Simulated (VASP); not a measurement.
Method: HSE06 screened hybrid, VASP's PBE PAW potentials (set 64) (plane waves; VASP 6.6.1).

A VASP calculation is set up with these files.

KPOINTS:
```
Automatic
0
G
  1 1 1
0 0 0
```

### POSCAR
```
Ga35N36Si
1.0
  4.8683178924  -8.4321738171   0.0000000000
  4.8683178924   8.4321738171   0.0000000000
  0.0000000000   0.0000000000  10.5562839808
Ga N Si
35 36 1
Direct
  0.2220612625   0.1108939806   0.2493794989
  0.1115752688   0.2230005183   0.9998125541
  0.2217285875   0.1104132366   0.7509060119
  0.1125315976   0.2214961500   0.5008550753
  0.2249419750   0.4457979480   0.2504609763
  0.1115307227   0.5551646657   0.9997775285
  0.2214857666   0.4438195151   0.7473061076
  0.1124647719   0.5572095750   0.5010883712
  0.2220402929   0.7776391530   0.2494210351
  0.1109753313   0.8887237311   0.9999329163
  0.2217944108   0.7776988318   0.7508527030
  0.1108038798   0.8885895064   0.5003431605
  0.5560256125   0.1112547588   0.2497414920
  0.4446533767   0.2229276105   0.9997330571
  0.5555650579   0.1108827997   0.7506244298
  0.4420386848   0.2214618430   0.5008848120
  0.5540321704   0.4456112430   0.2504829368
  0.4442406070   0.5553574082   0.9987393377
  0.5552985920   0.4436972080   0.7473426484
  0.5541792953   0.7750312397   0.2504386675
  0.4447018245   0.8882217463   0.9998862804
  0.5553868210   0.7778408826   0.7475160433
  0.4420038216   0.8864450856   0.5009266975
  0.8884591107   0.1112520411   0.2497239370
  0.7776871995   0.2221470124   0.9997922336
  0.8885353884   0.1109770198   0.7506466613
  0.7775745408   0.2219599815   0.5009984837
  0.8884746325   0.4438294454   0.2497131792
  0.7767456569   0.5551016562   0.9999038623
  0.8884413522   0.4439613335   0.7506761030
  0.7774553178   0.5571930171   0.5009404763
  0.8888430940   0.7777519474   0.2494455842
  0.7768712526   0.8883370455   0.9998175654
  0.8888643483   0.7775246337   0.7509082147
  0.7775724015   0.8865815446   0.5010546093
  0.2218473448   0.1106036683   0.4378034793
  0.1117708056   0.2238070535   0.1897202643
  0.2222213174   0.1112674979   0.9390795810
  0.1108894613   0.2217783537   0.6881721014
  0.2422583655   0.4543009395   0.4445094386
  0.1117258904   0.5545270091   0.1896510181
  0.2232817220   0.4449224479   0.9353076810
  0.1108436087   0.5553775626   0.6883052624
  0.2217992790   0.7774186772   0.4378721471
  0.1109669820   0.8887400817   0.1882915784
  0.2223269610   0.7775367444   0.9390830369
  0.1107487571   0.8885422029   0.6886446013
  0.5550158137   0.1104977601   0.4386441915
  0.4452913537   0.2237876778   0.1896473848
  0.5550518043   0.1107435761   0.9389314664
  0.4439397732   0.2216902468   0.6882003638
  0.5447984113   0.4542106809   0.4444712359
  0.4443437087   0.5554853597   0.1864666893
  0.5547488617   0.4448723771   0.9352805475
  0.4440350720   0.5551646880   0.6698585176
  0.5449550037   0.7567908474   0.4444407461
  0.4452574585   0.8879846698   0.1897383455
  0.5547914340   0.7764152723   0.9353961542
  0.4439880566   0.8884316121   0.6882289280
  0.8886439368   0.1105484205   0.4386274692
  0.7776911003   0.2221775141   0.1882016926
  0.8890103353   0.1108236603   0.9389208869
  0.7775491331   0.2219588474   0.6890400093
  0.8885873244   0.4444191858   0.4386189637
  0.7758974582   0.5545549844   0.1897207762
  0.8889207742   0.4447906493   0.9389493163
  0.7774151504   0.5553605726   0.6882047772
  0.8886203914   0.7774650518   0.4378588004
  0.7759685758   0.8880166193   0.1896282551
  0.8883793248   0.7774466782   0.9391234137
  0.7775030568   0.8884653378   0.6883198622
  0.4439621662   0.5550911564   0.4999217655
```

INCAR:
```
! general
SYSTEM  =Ga35N36Si
PREC    =Normal
ENCUT   =400   ! plane-wave cut-off (eV)
LREAL   =Auto
LASPH   =T   ! aspherical one-centre terms
ISYM    =0

! electronic loop
EDIFF   =1E-5   ! SCF stop (eV)
NELM    =50
NELMIN  =4
ALGO    =Normal   ! blocked Davidson
LMAXMIX =4   ! l cut-off of mixed one-centre charges

! smearing
ISMEAR  =0   ! Gaussian
SIGMA   =0.05   ! width (eV)

! functional
GGA     =PE
LHFCALC =T
AEXX    =0.25
HFSCREEN=0.2
PRECFOCK=Fast

! spin
ISPIN   =2   ! spin-polarised
MAGMOM  =72*0.0139
NUPDOWN =1

! ions
ISIF    =0

! output
LWAVE   =F
LCHARG  =F
LORBIT  =10
```

POTCAR, in this order: Ga N Si (PBE.64 set). Program: vasp_gam. Read from the step before: WAVECAR.

The run wrote:

**OSZICAR**
```
       N       E                     dE             d eps       ncg     rms          rms(c)
DAV:   1    -0.531326419981E+03   -0.53133E+03   -0.22309E+01   728   0.123E+01    0.967E+00
DAV:   2    -0.531485853319E+03   -0.15943E+00   -0.69153E-01   872   0.141E+00    0.671E+00
DAV:   3    -0.531437729016E+03    0.48124E-01   -0.17413E-02   848   0.346E-01    0.391E+00
DAV:   4    -0.531417670104E+03    0.20059E-01   -0.15011E-02   832   0.225E-01    0.221E+00
DAV:   5    -0.531411748642E+03    0.59215E-02   -0.39233E-03   848   0.116E-01    0.123E+00
DAV:   6    -0.531409587411E+03    0.21612E-02   -0.84416E-04   832   0.673E-02    0.685E-01
DAV:   7    -0.531408859435E+03    0.72798E-03   -0.34270E-04   832   0.455E-02    0.380E-01
DAV:   8    -0.531408624875E+03    0.23456E-03   -0.10108E-04   832   0.251E-02    0.211E-01
DAV:   9    -0.531408551220E+03    0.73654E-04   -0.36442E-05   632   0.146E-02    0.117E-01
DAV:  10    -0.531408531142E+03    0.20079E-04   -0.14729E-05   402   0.926E-03    0.641E-02
DAV:  11    -0.531408527220E+03    0.39221E-05   -0.58094E-06   450   0.468E-03
   1 F= -.53140853E+03 E0= -.53140853E+03  d E =-.656936E-13  mag=     1.0000
```

### OUTCAR
```
------------------------ aborting loop because EDIFF is reached ----------------------------------------
  volume of cell :      866.68
      direct lattice vectors                 reciprocal lattice vectors
     4.868317892 -8.432173817  0.000000000     0.102704879 -0.059296690  0.000000000
     4.868317892  8.432173817  0.000000000     0.102704879  0.059296690  0.000000000
     0.000000000  0.000000000 10.556283981     0.000000000  0.000000000  0.094730305
  FREE ENERGIE OF THE ION-ELECTRON SYSTEM (eV)
  ---------------------------------------------------
  free  energy   TOTEN  =      -531.4085272197 eV

  energy  without entropy=     -531.4085272197  energy(sigma->0) =     -531.40852722

  exchange ACFDT corr.  =         0.00000000  see jH, gK, PRB 81, 115126

 total charge

# of ion       s       p       d       tot
------------------------------------------
    1        1.016   1.390   0.382   2.788
    2        1.014   1.375   0.375   2.764
    3        1.017   1.388   0.380   2.785
    4        1.010   1.347   0.363   2.721
    5        1.012   1.367   0.371   2.750
    6        1.014   1.375   0.375   2.764
    7        1.014   1.363   0.370   2.746
    8        1.010   1.347   0.363   2.720
    9        1.016   1.390   0.382   2.788
   10        1.016   1.391   0.382   2.789
   11        1.016   1.388   0.380   2.784
   12        1.016   1.388   0.378   2.782
   13        1.015   1.387   0.380   2.782
   14        1.014   1.375   0.375   2.764
   15        1.016   1.386   0.379   2.781
   16        1.010   1.347   0.363   2.720
   17        1.013   1.368   0.371   2.751
   18        1.020   1.405   0.387   2.813
   19        1.014   1.362   0.370   2.746
   20        1.013   1.368   0.371   2.751
   21        1.014   1.375   0.375   2.764
   22        1.014   1.362   0.370   2.746
   23        1.010   1.347   0.363   2.720
   24        1.015   1.386   0.380   2.782
   25        1.016   1.390   0.382   2.787
   26        1.016   1.387   0.379   2.782
   27        1.016   1.385   0.379   2.780
   28        1.015   1.387   0.380   2.782
   29        1.014   1.375   0.375   2.764
   30        1.016   1.386   0.379   2.782
   31        1.010   1.347   0.363   2.721
   32        1.016   1.390   0.382   2.788
   33        1.014   1.375   0.375   2.764
   34        1.016   1.388   0.380   2.784
   35        1.010   1.347   0.363   2.720
   36        1.236   2.452   0.000   3.688
   37        1.235   2.444   0.000   3.679
   38        1.234   2.450   0.000   3.685
   39        1.235   2.452   0.000   3.687
   40        1.237   2.473   0.000   3.710
   41        1.235   2.445   0.000   3.679
   42        1.234   2.446   0.000   3.680
   43        1.235   2.452   0.000   3.687
   44        1.236   2.452   0.000   3.687
   45        1.234   2.451   0.000   3.685
   46        1.234   2.450   0.000   3.685
   47        1.234   2.450   0.000   3.684
   48        1.237   2.435   0.000   3.672
   49        1.235   2.444   0.000   3.679
   50        1.234   2.449   0.000   3.683
   51        1.235   2.452   0.000   3.686
   52        1.237   2.473   0.000   3.710
   53        1.234   2.461   0.000   3.695
   54        1.234   2.446   0.000   3.680
   55        1.235   2.481   0.000   3.716
   56        1.237   2.473   0.000   3.710
   57        1.235   2.445   0.000   3.680
   58        1.234   2.446   0.000   3.680
   59        1.235   2.452   0.000   3.687
   60        1.237   2.435   0.000   3.672
   61        1.234   2.453   0.000   3.687
   62        1.234   2.449   0.000   3.683
   63        1.234   2.451   0.000   3.686
   64        1.237   2.435   0.000   3.672
   65        1.235   2.445   0.000   3.680
   66        1.234   2.449   0.000   3.683
   67        1.235   2.452   0.000   3.686
   68        1.236   2.452   0.000   3.687
   69        1.235   2.445   0.000   3.680
   70        1.234   2.450   0.000   3.685
   71        1.235   2.451   0.000   3.686
   72        0.677   0.909   0.000   1.585
--------------------------------------------------
tot         80.639 137.280  13.123 231.042

 magnetization (x)

# of ion       s       p       d       tot
------------------------------------------
    1        0.008  -0.001  -0.000   0.007
    2        0.009  -0.001  -0.000   0.008
    3        0.008  -0.001  -0.000   0.008
    4        0.010  -0.001  -0.000   0.009
    5        0.008  -0.001  -0.000   0.007
    6        0.009  -0.001  -0.000   0.008
    7        0.009  -0.001  -0.000   0.008
    8        0.010  -0.001  -0.000   0.009
    9        0.008  -0.001  -0.000   0.007
   10        0.008  -0.001  -0.000   0.007
   11        0.008  -0.001  -0.000   0.007
   12        0.009  -0.000  -0.000   0.008
   13        0.008  -0.001  -0.000   0.007
...
```
(Selected blocks of OUTCAR.)

The supercell is sampled at Γ alone, which is coarse: total energies, pressure and levels can be off, energies of defects by several tenths of an eV.

The cell is a supercell with a defect, built from GaN (wurtzite): Si_Ga. The cell's shape comes from a PBE relaxation.
